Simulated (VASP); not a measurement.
# AlCl (Fm-3m) in VASP: settings compared, part 2 of 2

VASP 6.6.1. Earlier steps stand in the parts before.

**5. Single point, HSE(alpha, omega)**

The input, POSCAR:

```
AlCl
1.0
    0.0000000000      2.8486347600      2.8486347600
    2.8486347600      0.0000000000      2.8486347600
    2.8486347600      2.8486347600      0.0000000000
Al Cl
1 1
Direct
    0.5000000000      0.5000000000      0.5000000000
    0.0000000000      0.0000000000      0.0000000000
```

The input, INCAR.step1:

```
SYSTEM = AlCl
ALGO = Normal ; EDIFF = 1E-5
ENCUT = 520 ; GGA = PE
ISIF = 2 ; ISMEAR = -1
LASPH = .True. ; LCHARG = .False.
LREAL = .False. ; LWAVE = .True.
NBANDS = 12 ; NELM = 100
PREC = Accurate ; SIGMA = 0.05
```

The input, INCAR.step2:

```
SYSTEM = AlCl
AEXX = 0.05 ; ALGO = Normal
EDIFF = 1E-6 ; ENCUT = 520
GGA = PE ; HFSCREEN = 0.2
ISIF = 2 ; ISMEAR = -1
ISTART = 1 ; LASPH = .True.
LCHARG = .False. ; LHFCALC = .True.
LREAL = .False. ; LWAVE = .False.
NBANDS = 12 ; NELM = 100
PREC = Accurate ; PRECFOCK = Fast
SIGMA = 0.05
```

The input, KPOINTS:

```
k-points
0
Gamma
  4 4 4
  0 0 0
```

Launch:

```bash
> cat potpaw_PBE.64/Al/POTCAR potpaw_PBE.64/Cl/POTCAR > POTCAR
> cp INCAR.step1 INCAR
> mpirun -np 1 vasp_std > vasp.out
> cp INCAR.step2 INCAR
> mpirun -np 1 vasp_std > vasp.out
```

Wall time 36 s (1 thread of Intel Xeon Platinum 8559C (Emerald Rapids), shared host); peak memory 0.25 GiB.

Results (log left out):

| Property | Result |
| --- | --- |
| Free energy | -6.1375 eV |
| Pressure | 4.4 GPa |
| Band gap on the k mesh | 0.46 eV, direct |

Levels at points of the mesh, in eV from the valence-band top:
```csv
k point,band 2,band 3,band 4,band 5,band 6,band 7,band 8,band 9
"(0.00, 0.00, 0.00)",-4.95,-4.95,-4.95,-4.21,5.44,5.44,5.44,5.54
"(0.50, 0.00, 0.00)",-8.03,-5.12,-5.12,0.00,0.46,2.41,2.41,7.35
"(0.50, 0.50, 0.00)",-7.13,-5.79,-5.79,-3.50,2.58,4.11,5.19,5.19
```

Caveat: the k mesh is coarse (spacing up to 0.48 Å⁻¹), so the values aren't converged, least of all with exact exchange; the PAW data sets were made with another functional, which shifts forces and pressure a little.

**6. Single point, HSE(alpha, omega)**

POSCAR is that of step 5.

INCAR.step1 is that of step 5.

Edit INCAR.step2 of step 5 so:

```diff
@@ -1,3 +1,3 @@
 SYSTEM = AlCl
-AEXX = 0.05 ; ALGO = Normal
+AEXX = 0.1 ; ALGO = Normal
 EDIFF = 1E-6 ; ENCUT = 520
```

KPOINTS is that of step 5.

Potentials or basis: VASP PAW PBE potentials, release 64 (Al, Cl).

Launch:

```bash
> cat potpaw_PBE.64/Al/POTCAR potpaw_PBE.64/Cl/POTCAR > POTCAR
> cp INCAR.step1 INCAR
> mpirun -np 1 vasp_std > vasp.out
> cp INCAR.step2 INCAR
> mpirun -np 1 vasp_std > vasp.out
```

OUTCAR:

```text
SYSTEM = AlCl
   AEXX = 0.1
   EDIFF = 1E-6
   ENCUT = 520
   GGA = PE
   HFSCREEN = 0.2
   ISIF = 2
   ISMEAR = -1
   ISTART = 1
   LASPH = .True.
   LHFCALC = .True.
   LREAL = .False.
   NELM = 100
   PREC = Accurate
   PRECFOCK = Fast

 ion  position               nearest neighbor table
   1  0.500  0.500  0.500-   2 2.85   2 2.85   2 2.85   2 2.85   2 2.85   2 2.85
   2  0.000  0.000  0.000-   1 2.85   1 2.85   1 2.85   1 2.85   1 2.85   1 2.85

  LATTYP: Found a face centered cubic cell.
 ALAT       =     5.6972695200

  Lattice vectors:

 A1 = (   0.0000000000,   2.8486347600,   2.8486347600)
 A2 = (   2.8486347600,   0.0000000000,   2.8486347600)
 A3 = (   2.8486347600,   2.8486347600,   0.0000000000)

Analysis of symmetry for initial positions (statically):
=====================================================================
 Subroutine PRICEL returns:
 Original cell was already a primitive cell.

 Routine SETGRP: Setting up the symmetry group for a
 face centered cubic supercell.

 Subroutine GETGRP returns: Found 48 space group operations
[... 166 lines left out ...]
      1     -13.1644      2.00000
      2      -0.0851      2.00000
      3      -0.0851      2.00000
      4      -0.0851      2.00000
      5       0.6997      2.00000
      6      10.6003      0.00000
      7      10.6003      0.00000
      8      10.6003      0.00000
      9      10.7312      0.00000
     10      10.7312      0.00000
     11      10.7312      0.00000
     12      12.4192      0.00000
[... 91 lines left out ...]
 k-point     8 :      -0.2500    0.5000    0.2500
  band No.  band energies     occupation
      1     -12.6419      2.00000
      2      -1.6941      2.00000
      3      -1.6941      2.00000
      4      -1.6137      2.00000
      5       3.2481      2.00000
      6       7.5199      0.00000
      7       8.5920      0.00000
      8       8.5920      0.00000
      9      12.7191      0.00000
     10      12.7191      0.00000
     11      15.1468      0.00000
     12      17.6728      0.00000

------------------------ aborting loop because EDIFF is reached ----------------------------------------

  FORCE on cell =-STRESS in cart. coord.  units (eV):
  Direction    XX          YY          ZZ          XY          YZ          ZX
  --------------------------------------------------------------------------------------
  -------------------------------------------------------------------------------------
  Total        1.2772357      1.2772357      1.2772357      0.0000000     -0.0000000     -0.0000000
  in kB       44.2630484     44.2630484     44.2630484      0.0000000     -0.0000000     -0.0000000
  external PRESSURE =      44.2630484 kB  Pullay stress =       0.0000000 kB

 VOLUME and BASIS-vectors are now :
 -----------------------------------------------------------------------------
  energy-cutoff  :      520.00
  volume of cell :       46.23
      direct lattice vectors                 reciprocal lattice vectors
     0.000000000  2.848634760  2.848634760    -0.175522677  0.175522677  0.175522677
     2.848634760  0.000000000  2.848634760     0.175522677 -0.175522677  0.175522677
     2.848634760  2.848634760  0.000000000     0.175522677  0.175522677 -0.175522677

 POSITION                                       TOTAL-FORCE (eV/Angst)
 -----------------------------------------------------------------------------------
      2.84863      2.84863      2.84863        -0.000000      0.000000      0.000000
      0.00000      0.00000      0.00000         0.000000      0.000000     -0.000000
 -----------------------------------------------------------------------------------
    total drift:                                0.000000      0.000000     -0.000000

  FREE ENERGIE OF THE ION-ELECTRON SYSTEM (eV)
  ---------------------------------------------------
  free  energy   TOTEN  =        -6.3544674118 eV

  energy  without entropy=       -6.3533602517  energy(sigma->0) =       -6.35391383
```

Run time: 52 s. Hardware: 1 thread of Intel Xeon Platinum 8559C (Emerald Rapids), shared host; peak memory 0.25 GiB.

What came out:

| Item | Value |
| --- | --- |
| Free energy | -6.3545 eV |
| Pressure | 4.4 GPa |
| Band gap on the k mesh | 0.40 eV, direct |

Caveat: the k mesh is coarse (spacing up to 0.48 Å⁻¹), so the values aren't converged, least of all with exact exchange; the PAW data sets were made with another functional, which shifts forces and pressure a little. A k mesh can miss the band edges.

**7. Overview**

```tsv
task	level	cell	k mesh	cutoff (eV)	share of exact exchange	grid for exact exchange (PRECFOCK)	mesh quality	gap on the mesh (eV)	pressure (GPa)	relaxed volume (Å³/atom)
relaxation of cell and atoms	optB88-vdW	relaxed	8 × 8 × 8	600	-	-	not flagged	0.74	0.0	28.31
relaxation of cell and atoms	vdW-DF-cx	relaxed	8 × 8 × 8	600	-	-	not flagged	0.32	0.0	26.99
relaxation of cell and atoms	rev-vdW-DF2	relaxed	8 × 8 × 8	600	-	-	not flagged	0.54	0.0	27.79
single point	HSE(alpha, omega)	as given	4 × 4 × 4	520	0.05	Fast	coarse	0.46	4.4	-
single point	HSE(alpha, omega)	as given	4 × 4 × 4	520	0.1	Fast	coarse	0.40	4.4	-
```

Alike in all rows: potentials or basis VASP PAW PBE potentials, release 64 (Al, Cl); no spin polarisation; smearing fermi-dirac 0.05 eV.

Caveats: some runs use coarse meshes; the PAW data sets were made with another functional, which shifts forces and pressure a little; the volume moved by over 15 % at a fixed basis, so the end points are rough (some runs).

Total energies depend on the potentials used, so only differences within one code and one set of settings carry meaning.
